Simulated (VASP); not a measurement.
Output of a VASP run:

File OUTCAR:
```
 ion  position               nearest neighbor table
   1  0.000  0.000  0.000-   3 2.66   4 2.66   5 2.66   3 2.66   4 2.66   4 2.66   5 2.66   4 2.66
                             3 2.66   5 2.66   3 2.66   5 2.66   2 3.26   2 3.26   2 3.26   2 3.26
   2  0.500  0.500  0.500-   3 1.88   4 1.88   5 1.88   5 1.88   3 1.88   4 1.88   1 3.26   1 3.26
                             1 3.26   1 3.26   1 3.26   1 3.26   1 3.26   1 3.26
   3  0.500  0.000  0.500-   2 1.88   2 1.88   1 2.66   1 2.66   1 2.66   1 2.66
   4  0.000  0.500  0.500-   2 1.88   2 1.88   1 2.66   1 2.66   1 2.66   1 2.66
   5  0.500  0.500  0.000-   2 1.88   2 1.88   1 2.66   1 2.66   1 2.66   1 2.66
  LATTYP: Found a simple cubic cell.
 ALAT       =     3.7679627604
 Subroutine PRICEL returns:
 Original cell was already a primitive cell.
 Subroutine GETGRP returns: Found 48 space group operations
The static configuration has the point symmetry O_h .
The dynamic configuration has the point symmetry O_h .
 Subroutine INISYM returns: Found 48 space group operations
 Subroutine IBZKPT returns following result:
 Found     20 irreducible k-points:

 Following reciprocal coordinates:
            Coordinates               Weight
  0.000000  0.000000  0.000000      1.000000
  0.166667  0.000000  0.000000      6.000000
  0.333333  0.000000  0.000000      6.000000
  0.500000  0.000000  0.000000      3.000000
  0.166667  0.166667  0.000000     12.000000
  0.333333  0.166667  0.000000     24.000000
  0.500000  0.166667  0.000000     12.000000
  0.333333  0.333333  0.000000     12.000000
  0.500000  0.333333  0.000000     12.000000
  0.500000  0.500000  0.000000      3.000000
  0.166667  0.166667  0.166667      8.000000
  0.333333  0.166667  0.166667     24.000000
  0.500000  0.166667  0.166667     12.000000
  0.333333  0.333333  0.166667     24.000000
  0.500000  0.333333  0.166667     24.000000
  0.500000  0.500000  0.166667      6.000000
  0.333333  0.333333  0.333333      8.000000
  0.500000  0.333333  0.333333     12.000000
  0.500000  0.500000  0.333333      6.000000
  0.500000  0.500000  0.500000      1.000000
   k-points           NKPTS =     20   k-points in BZ     NKDIM =     20   number of bands    NBANDS=     23
   number of dos      NEDOS =    301   number of ions     NIONS =      5
   total plane-waves  NPLWV =  32768
   dimension x,y,z NGX =    32 NGY =   32 NGZ =   32
   dimension x,y,z NGXF=    64 NGYF=   64 NGZF=   64
   ions per type =               1   1   3
   PREC   = accura    normal or accurate (medium, high low for compatibility)
   ISTART =      0    job   : 0-new  1-cont  2-samecut
   ICHARG =      2    charge: 1-file 2-atom 10-const
   ISPIN  =      1    spin polarized calculation?
   LNONCOLLINEAR =      F non collinear calculations
   LSORBIT =      F    spin-orbit coupling
   INIWAV =      1    electr: 0-lowe 1-rand  2-diag
   ENCUT  =  620.0 eV  45.57 Ry    6.75 a.u.   7.65  7.65  7.65*2*pi/ulx,y,z
   NELM   =    100;   NELMIN=  2; NELMDL= -5     # of ELM steps
   EDIFF  = 0.1E-05   stopping-criterion for ELM
   LREAL  =      F    real-space projection
   NLSPLINE    = F    spline interpolate recip. space projectors
   LMAXMIX     =    6 max onsite mixed and CHGCAR
   VOSKOWN=      0    Vosko Wilk Nusair interpolation
   EDIFFG = -.2E-01   stopping-criterion for IOM
   NSW    =     40    number of steps for IOM
   NBLOCK =      1;   KBLOCK =     40    inner block; outer block
   IBRION =      2    ionic relax: 0-MD 1-quasi-New 2-CG
   NFREE  =      1    steps in history (QN), initial steepest desc. (CG)
   ISIF   =      3    stress and relaxation
   ISYM   =      2    0-nonsym 1-usesym 2-fastsym
   TEIN   =    0.0    initial temperature
   TEBEG  =    0.0;   TEEND  =   0.0 temperature during run
   SMASS  =  -3.00    Nose mass-parameter (am)
   PSTRESS=  450.0 pullay stress
   NELECT =      38.0000    total number of electrons
   EFERMI =   0.00;   METHOD = LEGACY
   ISMEAR =     0;   SIGMA  =   0.05  broadening in eV -4-tet -1-fermi 0-gaus
   IALGO  =     38    algorithm
   LDIAG  =      T    sub-space diagonalisation (order eigenvalues)
   IMIX   =      4    mixing-type and parameters
     AMIX     =   0.40;   BMIX     =  1.00
     AMIX_MAG =   1.60;   BMIX_MAG =  1.00
...
```

File OSZICAR:
```
       N       E                     dE             d eps       ncg     rms          rms(c)
DAV:   1     0.387208578553E+03    0.38721E+03   -0.24521E+04   920   0.199E+03
DAV:   2    -0.297872239660E+02   -0.41700E+03   -0.40806E+03  1075   0.514E+02
DAV:   3    -0.515008457817E+02   -0.21714E+02   -0.21661E+02  1151   0.114E+02
DAV:   4    -0.519970661531E+02   -0.49622E+00   -0.49605E+00  1642   0.160E+01
DAV:   5    -0.519989594661E+02   -0.18933E-02   -0.18930E-02  1172   0.934E-01    0.503E+01
DAV:   6    -0.442071943985E+02    0.77918E+01   -0.37552E+01  1061   0.492E+01    0.212E+01
DAV:   7    -0.440708160779E+02    0.13638E+00   -0.16242E+00  1219   0.951E+00    0.122E+01
DAV:   8    -0.440008389180E+02    0.69977E-01   -0.17905E-01  1204   0.377E+00    0.111E+00
DAV:   9    -0.439982087717E+02    0.26301E-02   -0.23837E-02  1321   0.102E+00    0.204E-01
DAV:  10    -0.439980466174E+02    0.16215E-03   -0.16988E-03  1303   0.393E-01    0.955E-02
DAV:  11    -0.439980215054E+02    0.25112E-04   -0.26175E-04  1235   0.140E-01    0.304E-02
DAV:  12    -0.439980160292E+02    0.54762E-05   -0.37566E-05  1375   0.485E-02    0.273E-03
DAV:  13    -0.439980160999E+02   -0.70702E-07   -0.12412E-06   859   0.974E-03
   1 F= -.28972765E+02 E0= -.28972765E+02  d E =-.289728E+02
```

OUTCAR:
```
------------------------ aborting loop because EDIFF is reached ----------------------------------------
  FORCE on cell =-STRESS in cart. coord.  units (eV):
  Direction    XX          YY          ZZ          XY          YZ          ZX
  --------------------------------------------------------------------------------------
  Total       15.0068421     15.0068421     15.0068421      0.0000000     -0.0000000      0.0000000
  in kB      449.4486611    449.4486611    449.4486611      0.0000000     -0.0000000      0.0000000
  external PRESSURE =      -0.5513389 kB  Pullay stress =     450.0000000 kB
  volume of cell :       53.50
      direct lattice vectors                 reciprocal lattice vectors
     3.767962760  0.000000000  0.000000000     0.265395404  0.000000000  0.000000000
     0.000000000  3.767962760  0.000000000     0.000000000  0.265395404  0.000000000
     0.000000000  0.000000000  3.767962760     0.000000000  0.000000000  0.265395404
 POSITION                                       TOTAL-FORCE (eV/Angst)
 -----------------------------------------------------------------------------------
      0.00000      0.00000      0.00000         0.000000      0.000000      0.000000
      1.88398      1.88398      1.88398         0.000000      0.000000      0.000000
      1.88398      0.00000      1.88398         0.000000      0.000000      0.000000
      0.00000      1.88398      1.88398         0.000000      0.000000      0.000000
      1.88398      1.88398      0.00000         0.000000      0.000000      0.000000
 -----------------------------------------------------------------------------------
    total drift:                                0.000000     -0.000000     -0.000000
  FREE ENERGIE OF THE ION-ELECTRON SYSTEM (eV)
  ---------------------------------------------------
  free  energy   TOTEN  =       -43.9980160999 eV

  energy  without entropy=      -43.9980160999  energy(sigma->0) =      -43.99801610
  enthalpy is  TOTEN    =       -28.9727650513 eV   P V=       15.0252510487

 reached required accuracy - stopping structural energy minimisation
```
(Selected blocks of OUTCAR.)

### POSCAR
```
KTaO3
1
    3.7679627604     0.0000000000    -0.0000000000
   -0.0000000000     3.7679627604    -0.0000000000
    0.0000000000     0.0000000000     3.7679627604
K Ta O
1 1 3
Direct
  0.0000000000   0.0000000000   0.0000000000
  0.5000000000   0.5000000000   0.5000000000
  0.5000000000   0.0000000000   0.5000000000
  0.0000000000   0.5000000000   0.5000000000
  0.5000000000   0.5000000000   0.0000000000
```

Question: Reconstruct the remaining input files.

Answer: One answer among several that fit: the input of the run itself, LDA (Ceperley-Alder, Perdew-Zunger), plane waves, VASP's LDA PAW potentials (set 64).

**INCAR**
```
ALGO = Normal
EDIFF = 1E-6
EDIFFG = -0.02
ENCUT = 620
IBRION = 2
ISIF = 3
ISMEAR = 0
LASPH = .TRUE.
LCHARG = .FALSE.
LMAXMIX = 6
LREAL = .FALSE.
LWAVE = .FALSE.
NELM = 100
NSW = 40
PREC = Accurate
PSTRESS = 450
SIGMA = 0.05
SYSTEM = KTaO3
```

### KPOINTS
```
K-points
0
Gamma
6 6 6
0 0 0
```

POTCAR, in this order: K_sv Ta_pv O (LDA.64 set). Program: vasp_std.

The compound is KTaO3 in the cubic perovskite structure. It was relaxed first under an external pressure of 45 GPa.
